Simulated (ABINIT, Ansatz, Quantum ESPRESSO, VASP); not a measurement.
# Code comparison for Sn (I4_1/amd, 2 atoms in the cell)

Self-consistent single point, at a second geometry (lattice scaled by 0.98). First geometry:

```
Sn
1.0
   -2.91500     2.91500     1.59000
    2.91500    -2.91500     1.59000
    2.91500     2.91500    -1.59000
Sn
2
Cartesian
  2.91500   0.00000   0.79500
  0.00000   0.00000   0.00000
```

Shared settings, as Ansatz (a program for electronic structure) writes them: kpoints.mp_grid.grid = 8 8 8; scf.occupations.method = gaussian; scf.occupations.width = 0.1 eV. Potentials and cutoffs stand in the table.

```csv
code,model,ΔF from the first geometry (meV/atom),pressure (GPa),cutoff
VASP,"PBE, VASP's PBE PAW potentials (set 64)",46.3,6.36,300 eV
Quantum ESPRESSO,"PBE, GBRV 1.5 ultrasoft (PBE) pseudopotentials",45.8,6.74,40 Ry
ABINIT,"PBE, norm-conserving pseudopotentials (PseudoDojo nc-sr-05 PBE standard)",45.8,6.80,36 Ha
Ansatz,"PBE, default PAW files",46.4,6.84,default
```

For VASP (by 0.5 GPa) the energy change implies a higher mean pressure, against the two pressures, than for the other programs: a sign of finite-basis (Pulay) stress.

The spread over the programs that give each value: ΔF from the first geometry within 0.6 meV/atom; pressure within 0.48 GPa.

Ansatz's pressure is given at a fixed set of plane waves, as the other plane-wave codes print theirs; with its correction for the finite basis it is 6.88 GPa.

VASP's run is marked for a possible Pulay error in its stress at this cutoff; no cutoff test was made.

The starting cell has typed, rounded lattice constants, without a prior relaxation at this level. For this run, on top of that: lattice scaled by 0.98.

Left out of this page: GPAW, CP2K, Elk, FLEUR and SIESTA (not drawn, or without a comparable value).

Keys are those of Ansatz 0.2.
